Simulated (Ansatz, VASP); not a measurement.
BaH4: changing the dispersion correction

The cell as given:

```cif
data_structure
_symmetry_space_group_name_H-M 'R-3m:H'
_symmetry_Int_Tables_number 166
_cell_length_a 4.5816
_cell_length_b 4.5816
_cell_length_c 10.6088
_cell_angle_alpha 90.000
_cell_angle_beta 90.000
_cell_angle_gamma 120.000
_cell_volume 192.86
loop_
_atom_site_label
_atom_site_type_symbol
_atom_site_symmetry_multiplicity
_atom_site_Wyckoff_symbol
_atom_site_fract_x
_atom_site_fract_y
_atom_site_fract_z
_atom_site_occupancy
Ba1 Ba 3 a 0.00000 0.00000 0.00000 1
H1 H 6 c 0.33333 0.66667 0.40754 1
H2 H 6 c 0.33333 0.66667 0.13036 1
```

The cell comes from a database or a generator and needn't be the stable form of this composition.

Kept alike: task relaxation of cell and atoms; functional PBE; k mesh 5 × 5 × 5; occupations fermi-dirac, width 0.05 eV; no spin polarisation. Program: Ansatz, Ansatz PAW, cutoff 420 eV. The mesh is that of the run's cell of 5 atoms. No spin-orbit coupling.

```csv
dispersion correction,volume (Å³/atom)
D3(BJ),12.329
D4,12.269
none,12.857
```

Stopped at the starting cell, within the stress tolerance: none. The relaxations keep at least the cell's symmetry (R-3m). Relaxations stop with a little pressure left, so the last digits of a volume or edge aren't settled. Ansatz's relaxations hold a Pulay term in the stress (up to 0.1 GPa here).

**Question.** What does the dispersion correction change here?

**Answer.** The volume runs from 12.269 (D4) to 12.857 Å³/atom (none). Against no correction: D3(BJ) -4.1 %; D4 -4.6 %. Dispersion terms mostly attract and so lower the volume; the schemes' coefficients and damping set how far. A twin series (VASP, PBE PAW files Ba_sv, H, 600 eV) moves it by +0.5096 between D3(BJ) and none, against +0.5285 Å³/atom here.
